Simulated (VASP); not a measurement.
Given:

```xyz
12
Lattice="7.3714 0.0000 0.0000 -3.6857 6.3838 0.0000 0.0000 0.0000 3.7894" Properties=species:S:1:pos:R:3 pbc="T T T"
W      1.8428     3.1919     3.7894
W     -1.8428     3.1919     3.7894
W      3.6857     0.0000     3.7894
O      0.0000     2.7412     0.0000
O      3.6857     3.6426     3.7894
O      4.9974     1.3706     0.0000
O     -1.3117     5.0132     3.7894
O      1.3117     5.0132     3.7894
O      2.3740     1.3706     0.0000
O     -1.8428     3.1919     1.8947
O      3.6857     0.0000     1.8947
O      1.8428     3.1919     1.8947
```

Method: LDA (Ceperley-Alder, Perdew-Zunger), VASP's LDA PAW potentials (set 64) (plane waves; VASP). Settings: 520 eV cut-off, 4×4×7 Γ-centred mesh, tetrahedra with Blöchl corrections, potentials W_sv O.

The cores are frozen, which limits the accuracy of field gradients.

Q: Give the principal components of the electric field gradient (V/Å²) and the asymmetry η at each nucleus.

A: 
```tsv
atom	Vxx	Vyy	Vzz	η
W1	-83.1	-2.2	85.3	0.95
W2	-83.1	-2.2	85.3	0.95
W3	-83.1	-2.2	85.3	0.95
O4	-13.6	-3.7	17.3	0.57
O5	-13.6	-3.7	17.3	0.57
O6	-13.6	-3.7	17.3	0.57
O7	-13.6	-3.7	17.3	0.57
O8	-13.6	-3.7	17.3	0.57
O9	-13.6	-3.7	17.3	0.57
O10	-13.1	-7.3	20.3	0.29
O11	-13.1	-7.3	20.3	0.29
O12	-13.1	-7.3	20.3	0.29
```

The structure comes from a computed database's WO3 entry (P6/mmm); how it stands against other phases isn't given here. It was relaxed first.
